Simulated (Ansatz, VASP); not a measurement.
## GaB: VASP beside Ansatz

```
Ga B
1.0
     2.71824    0.00000    0.00000
     0.00000    2.71824    0.00000
     0.00000    0.00000    3.23621
Ga B
1 1
Cartesian
  1.3591 1.3591 1.6181
  0.0000 0.0000 0.0000
```

The cell was built by a generator and needn't be a form met in nature.

Alike in both runs: task single point; functional PBE; k mesh 10 × 10 × 8; occupations fermi-dirac, width 0.05 eV; no spin polarisation.

```csv
,VASP,Ansatz
version,VASP 6.6.1,Ansatz 0.2.0
potentials or method,"VASP PAW PBE potentials, release 64 (Ga_d, B)",Ansatz PAW
plane-wave cutoff (eV),520,420
valence electrons in the cell,16,16
```

Ansatz gave:

* gap on the k mesh at the Fermi level (eV): none
* pressure (GPa): -0.1
* largest component of the traceless stress (GPa): 0.55

Q: What did VASP give for the same quantities?

A: gap on the k mesh at the Fermi level (eV): none; pressure (GPa): 0.1; largest component of the traceless stress (GPa): 0.56.

A gap of «none» marks a metal or a gap that the smearing closes.
